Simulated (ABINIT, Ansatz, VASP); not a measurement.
# Code comparison for H4BrN (P-43m, 6 atoms in the cell)

Self-consistent single point.

```
H4BrN
1.0
    4.00010     0.00000     0.00000
    0.00000     4.00010     0.00000
    0.00000     0.00000     4.00010
H Br N
4 1 1
Direct
  0.14921   0.14921   0.85079
  0.14921   0.85079   0.14921
  0.85079   0.85079   0.85079
  0.85079   0.14921   0.14921
  0.50000   0.50000   0.50000
  0.00000   0.00000   0.00000
```

Shared settings, as Ansatz (an electronic-structure program) writes them: kpoints.mp_grid.grid = 4 4 4; scf.occupations.method = fixed. Potentials and cutoffs stand in the table.

```
code                                                                              model  pressure (GPa)  largest force (eV/Å)  gap on the mesh (eV)  cutoff
------  -------------------------------------------------------------------------------  --------------  --------------------  --------------------  ------
Ansatz                                      LDA (PW92), default PAW files made with PBE           -0.37                 0.587                 3.926  420 eV
VASP                                       LDA (PZ), VASP's LDA PAW potentials (set 64)           -1.56                 0.703                 3.937  400 eV
ABINIT  LDA (PW92), norm-conserving pseudopotentials (PseudoDojo nc-sr-04 LDA standard)           -0.21                 0.533                 3.935   84 Ry
```

Gaps are read on the mesh.

The spread over the programs that give each value: pressure within 1.35 GPa; largest force within 0.170 eV/Å; gap on the mesh within 0.011 eV.

Ansatz's pressure is given at a fixed set of plane waves, as the other plane-wave codes print theirs; with its correction for the finite basis it is 0.01 GPa (the shift of 0.38 GPa shows how far the cutoff is from converged). The same LDA comes in different parametrisations, which differ slightly. In the pressure, VASP (by 1.19) lies more than 1 GPa from the median of the plane-wave programs. In the force vectors, VASP (by 0.116) lies more than 0.08 eV/Å from the median of the plane-wave programs.

VASP's run is marked for a possible Pulay error in its stress at this cutoff; no cutoff test was made.

VASP ran the fixed occupations as a Gaussian smearing of 0.01 eV.

The starting cell comes from a database of computed structures (which also holds hypothetical and non-ambient phases and stackings), without a prior relaxation at this level.

Left out of this page: Quantum ESPRESSO, GPAW, CP2K, FLEUR and SIESTA (not drawn, or without a comparable value).

Keys are those of Ansatz 0.2.
